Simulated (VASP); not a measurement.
Calculation: r2SCAN meta-GGA, VASP's PBE PAW potentials (set 64) (plane waves; VASP).

The input files of a VASP run:

### POSCAR
```
InAs
1
    0.0000000000     3.1148825271     3.1148825271
    3.1148825271     0.0000000000     3.1148825271
    3.1148825271     3.1148825271     0.0000000000
In As
1 1
Direct
  0.0000000000   0.0000000000   0.0000000000
  0.2500000000   0.2500000000   0.2500000000
```

KPOINTS:
```
Automatic mesh
0
Gamma
8 8 8
0 0 0
```

INCAR:
```
SYSTEM = InAs
PREC = Accurate; ENCUT = 480; LREAL = .FALSE.
LASPH = .TRUE.
EDIFF = 1E-7; NELM = 100; ALGO = Normal
LMAXMIX = 4; LMIXTAU = .TRUE.
ISMEAR = 0; SIGMA = 0.05
METAGGA = R2SCAN
IBRION = 2; NSW = 30; ISIF = 2
EDIFFG = -0.01
LWAVE = .FALSE.; LCHARG = .FALSE.
```

POTCAR, in this order: In_d As (PBE.64 set). Program: vasp_std.

The resulting files:

**OSZICAR**
```
       N       E                     dE             d eps       ncg     rms          rms(c)
DAV:   1     0.803317740549E+02    0.80332E+02   -0.81373E+03   754   0.138E+03
DAV:   2    -0.331121591035E+02   -0.11344E+03   -0.11002E+03   784   0.316E+02
DAV:   3    -0.412073124039E+02   -0.80952E+01   -0.80298E+01   984   0.917E+01
DAV:   4    -0.414375517971E+02   -0.23024E+00   -0.22998E+00   902   0.173E+01
DAV:   5    -0.414467811756E+02   -0.92294E-02   -0.92288E-02  1095   0.279E+00    0.535E+00
DAV:   6    -0.380090321740E+02    0.34377E+01   -0.21207E+00   909   0.354E+01    0.287E+00
DAV:   7    -0.379551617507E+02    0.53870E-01   -0.62635E-01   774   0.122E+01    0.135E+00
DAV:   8    -0.380236298323E+02   -0.68468E-01   -0.38903E-01   764   0.768E+00    0.105E+00
DAV:   9    -0.379666119807E+02    0.57018E-01   -0.25856E-02   899   0.206E+00    0.859E-01
DAV:  10    -0.379668068294E+02   -0.19485E-03   -0.62770E-04  1110   0.244E-01    0.941E-01
DAV:  11    -0.379633262490E+02    0.34806E-02   -0.72605E-04   960   0.294E-01    0.693E-01
DAV:  12    -0.380258075739E+02   -0.62481E-01   -0.59305E-02   764   0.284E+00    0.350E-01
DAV:  13    -0.380264395848E+02   -0.63201E-03   -0.40705E-03   979   0.520E-01    0.283E-01
DAV:  14    -0.380210773754E+02    0.53622E-02   -0.36338E-03   779   0.600E-01    0.432E-01
DAV:  15    -0.380227770281E+02   -0.16997E-02   -0.15112E-02   759   0.137E+00    0.163E-01
DAV:  16    -0.380257757902E+02   -0.29988E-02   -0.17850E-03   759   0.308E-01    0.152E-01
DAV:  17    -0.380261396590E+02   -0.36387E-03   -0.31632E-04   809   0.180E-01    0.157E-01
DAV:  18    -0.380261544593E+02   -0.14800E-04   -0.28803E-05   859   0.538E-02    0.138E-01
DAV:  19    -0.380261291709E+02    0.25288E-04   -0.91844E-05   922   0.101E-01    0.104E-02
DAV:  20    -0.380261323870E+02   -0.32162E-05   -0.99475E-06   804   0.389E-02    0.123E-02
DAV:  21    -0.380261350122E+02   -0.26252E-05   -0.23111E-06   774   0.195E-02    0.646E-03
DAV:  22    -0.380261360460E+02   -0.10337E-05   -0.22957E-06   814   0.198E-02    0.387E-03
DAV:  23    -0.380261358094E+02    0.23658E-06   -0.76982E-07   839   0.728E-03    0.314E-03
DAV:  24    -0.380261359928E+02   -0.18339E-06   -0.51730E-08   522   0.326E-03    0.333E-03
DAV:  25    -0.380261358477E+02    0.14511E-06   -0.18667E-08   402   0.202E-03    0.196E-03
DAV:  26    -0.380261359564E+02   -0.10870E-06   -0.66706E-09   402   0.118E-03    0.135E-03
DAV:  27    -0.380261359512E+02    0.52157E-08   -0.30306E-09   402   0.544E-04
   1 F= -.38026136E+02 E0= -.38026061E+02  d E =-.380261E+02
```

OUTCAR:
```
------------------------ aborting loop because EDIFF is reached ----------------------------------------
  FORCE on cell =-STRESS in cart. coord.  units (eV):
  Direction    XX          YY          ZZ          XY          YZ          ZX
  --------------------------------------------------------------------------------------
  Total       -1.1006673     -1.1006673     -1.1006673      0.0000000      0.0000000      0.0000000
  in kB      -29.1750521    -29.1750521    -29.1750521      0.0000000      0.0000000      0.0000000
  external PRESSURE =     -29.1750521 kB  Pullay stress =       0.0000000 kB
  volume of cell :       60.44
      direct lattice vectors                 reciprocal lattice vectors
     0.000000000  3.114882527  3.114882527    -0.160519697  0.160519697  0.160519697
     3.114882527  0.000000000  3.114882527     0.160519697 -0.160519697  0.160519697
     3.114882527  3.114882527  0.000000000     0.160519697  0.160519697 -0.160519697
  FREE ENERGIE OF THE ION-ELECTRON SYSTEM (eV)
  ---------------------------------------------------
  free  energy   TOTEN  =       -38.0261359512 eV

  energy  without entropy=      -38.0259853031  energy(sigma->0) =      -38.02606063

 reached required accuracy - stopping structural energy minimisation
```
(Selected blocks of OUTCAR.)

The compound is InAs in the zinc blende structure. This cell was strained or had an atom moved on purpose.
